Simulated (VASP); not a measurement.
A VASP calculation is set up with these files.

### KPOINTS
```
Automatic mesh
0
gamma
10 10 10
```

### INCAR
```
AEXX=0.25
HFSCREEN=0.2
LASPH=.TRUE.   # aspherical one-centre terms
ISMEAR=0   # Gaussian
ALGO=Normal
PREC=Accurate
ISYM=3
ENCUT=520   # plane-wave cut-off (eV)
ISIF=2
LCHARG=.FALSE.
SYSTEM=C
EDIFF=1E-6   # SCF stop (eV)
LREAL=.FALSE.   # projection in real space or not
GGA=PE   # PBE
PRECFOCK=Fast
LWAVE=.FALSE.
NELM=60
SIGMA=0.05
LHFCALC=.TRUE.
```

POSCAR:
```
C
1.0
  0.0000000000   1.7686727118   1.7686727118
  1.7686727118   0.0000000000   1.7686727118
  1.7686727118   1.7686727118   0.0000000000
C
2
Cartesian
  0.0000000000   0.0000000000   0.0000000000
  0.8843363559   0.8843363559   0.8843363559
```

POTCAR, in this order: C (PBE.64 set). Program: vasp_std. Read from the step before: WAVECAR.

### Question
Write an equivalent input for Ansatz.

### Answer
One equivalent input (not run):
Ansatz 0.2 input:
```yaml
crystal:
  lattice:
    - [0.0000000, 1.7686727, 1.7686727]
    - [1.7686727, 0.0000000, 1.7686727]
    - [1.7686727, 1.7686727, 0.0000000]
  atoms:
    - { symbol: C, position: [0.0000000, 0.0000000, 0.0000000] }
    - { symbol: C, position: [0.2500000, 0.2500000, 0.2500000] }
kpoints:
  mp_grid: { grid: [10, 10, 10] }
hamiltonian:
  xc: hse06
  pseudopotentials: { kind: paw }
scf:
  occupations: { method: gaussian, width: 0.05 }
  max_iter: 60
output: { forces: true, stress: true, eigenvalues: true }
```
The two are equivalent in intent, not identical: each code has its own PAW files, so the cut-off isn't converted (ENCUT is set for VASP's; basis.ecutwfc is left out, and Ansatz then takes the one that its files recommend); Ansatz stops its SCF on the density residual and VASP on the energy change (EDIFF); Ansatz's hse06 screens at 0.11 per bohr (0.208 per Å), slightly more than HFSCREEN = 0.2.

The compound is C in the diamond structure. This cell is one point of a volume scan, at 0.97 of the reference volume.
